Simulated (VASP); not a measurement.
Input:

```yaml
crystal:
  lattice:
    - [1.99961, 1.15447, 6.54884]
    - [-1.99961, 1.15447, 6.54884]
    - [0.00000, -2.30895, 6.54884]
  atoms:
    - { symbol: In, position: [0.50060, 0.50060, 0.50060] }
    - { symbol: Ga, position: [0.00002, 0.00002, 0.00002] }
    - { symbol: P, position: [0.11944, 0.11944, 0.11944] }
    - { symbol: P, position: [0.62992, 0.62992, 0.62992] }
```

The numbers are results of PBEsol GGA, VASP's PBE PAW potentials (set 64) (plane waves; VASP 6.6.1), not measurements. Settings: 400 eV cut-off, 7×7×7 Γ-centred mesh, tetrahedra with Blöchl corrections, potentials In_d Ga_d P.

Unless said otherwise, spin-orbit coupling is left out, though it shifts the bands of the heavy elements here.

Task: Estimate the energy per atom (σ→0), band gap (on the k-mesh) with the smallest direct gap where there is one.

Result: 
band gap (on the k-mesh): 0.67 eV
smallest direct gap (on the k-mesh): 0.67 eV
energy per atom (σ→0): -4.732 eV/atom

Only differences to runs with the same potentials and settings are physical.

The structure comes from a computed database's InGaP2 entry (R3m); how it stands against other phases isn't given here. It was relaxed first.
